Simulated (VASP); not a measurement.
These are PBEsol GGA, VASP's PBE PAW potentials (set 64) (plane waves; VASP 6.6.1) values and carry that method's errors.

Input for VASP

INCAR:
```
! general
SYSTEM =SiO2
PREC   =Accurate
ENCUT  =620
LREAL  =.False.
LASPH  =.True.

! electronic loop
EDIFF  =1E-6
NELM   =100
ALGO   =Normal

! smearing
ISMEAR =0
SIGMA  =0.05

! functional
GGA    =PS

! ions
IBRION =2
NSW    =40
ISIF   =3
EDIFFG =-0.02
PSTRESS=200

! output
LWAVE  =.False.
LCHARG =.False.
```

File POSCAR:
```
SiO2
1
    4.0962266585    -0.0000000000     0.0000000000
   -0.0000000000     4.0962266585     0.0000000000
    0.0000000000     0.0000000000     2.6475637488
Si O
2 4
Direct
  0.0000000000   0.0000000000   1.0000000000
  0.5000000000   0.5000000000   0.5000000000
  0.3038459520   0.3038459520   0.0000000000
  0.8038459520   0.1961540480   0.5000000000
  0.1961540480   0.8038459520   0.5000000000
  0.6961540480   0.6961540480   1.0000000000
```

### KPOINTS
```
Automatic mesh
0
Gamma
6 6 8
0 0 0
```

POTCAR, in this order: Si O (PBE.64 set). Program: vasp_std.

Output of the run:

**OSZICAR**
```
       N       E                     dE             d eps       ncg     rms          rms(c)
DAV:   1     0.183601380338E+03    0.18360E+03   -0.20428E+04  2000   0.179E+03
DAV:   2    -0.457968977563E+02   -0.22940E+03   -0.22113E+03  2732   0.351E+02
DAV:   3    -0.531138665149E+02   -0.73170E+01   -0.72972E+01  2400   0.664E+01
DAV:   4    -0.531697867336E+02   -0.55920E-01   -0.55848E-01  2376   0.650E+00
DAV:   5    -0.531703475096E+02   -0.56078E-03   -0.56069E-03  2296   0.642E-01    0.181E+01
DAV:   6    -0.488831789323E+02    0.42872E+01   -0.16163E+01  2268   0.287E+01    0.867E+00
DAV:   7    -0.488405848866E+02    0.42594E-01   -0.55743E-01  2364   0.511E+00    0.316E+00
DAV:   8    -0.488317697859E+02    0.88151E-02   -0.19786E-02  2276   0.144E+00    0.101E+00
DAV:   9    -0.488318133203E+02   -0.43534E-04   -0.48180E-03  2368   0.711E-01    0.267E-01
DAV:  10    -0.488318977203E+02   -0.84400E-04   -0.16397E-04  2328   0.118E-01    0.267E-02
DAV:  11    -0.488318919624E+02    0.57579E-05   -0.37586E-05  2352   0.472E-02    0.423E-03
DAV:  12    -0.488318919455E+02    0.16866E-07   -0.18207E-06  1516   0.120E-02
   1 F= -.43286480E+02 E0= -.43286480E+02  d E =-.432865E+02
```

**OUTCAR**
```
------------------------ aborting loop because EDIFF is reached ----------------------------------------
  FORCE on cell =-STRESS in cart. coord.  units (eV):
  Direction    XX          YY          ZZ          XY          YZ          ZX
  --------------------------------------------------------------------------------------
  Total        5.5147333      5.5147333      5.4839708      0.0000000      0.0000000      0.0000000
  in kB      198.8935560    198.8935560    197.7840808      0.0000000      0.0000000      0.0000000
  external PRESSURE =      -1.4762690 kB  Pullay stress =     200.0000000 kB
  volume of cell :       44.42
      direct lattice vectors                 reciprocal lattice vectors
     4.096226659  0.000000000  0.000000000     0.244127116  0.000000000  0.000000000
     0.000000000  4.096226659  0.000000000     0.000000000  0.244127116  0.000000000
     0.000000000  0.000000000  2.647563749     0.000000000  0.000000000  0.377705731
 POSITION                                       TOTAL-FORCE (eV/Angst)
 -----------------------------------------------------------------------------------
      0.00000      0.00000      0.00000         0.000000      0.000000      0.000000
      2.04811      2.04811      1.32378         0.000000      0.000000      0.000000
      1.24462      1.24462      0.00000         0.000029      0.000029     -0.000000
      3.29274      0.80349      1.32378         0.000029     -0.000029      0.000000
      0.80349      3.29274      1.32378        -0.000029      0.000029      0.000000
      2.85160      2.85160      0.00000        -0.000029     -0.000029      0.000000
 -----------------------------------------------------------------------------------
    total drift:                                0.000000     -0.000000     -0.000000
  FREE ENERGIE OF THE ION-ELECTRON SYSTEM (eV)
  ---------------------------------------------------
  free  energy   TOTEN  =       -48.8318919455 eV

  energy  without entropy=      -48.8318919455  energy(sigma->0) =      -48.83189195
  enthalpy is  TOTEN    =       -43.2864801921 eV   P V=        5.5454117534

 reached required accuracy - stopping structural energy minimisation
```
(Selected blocks of OUTCAR.)

The compound is SiO2 in the rutile structure, stishovite, a high-pressure form. It was relaxed first under an external pressure of 20 GPa.
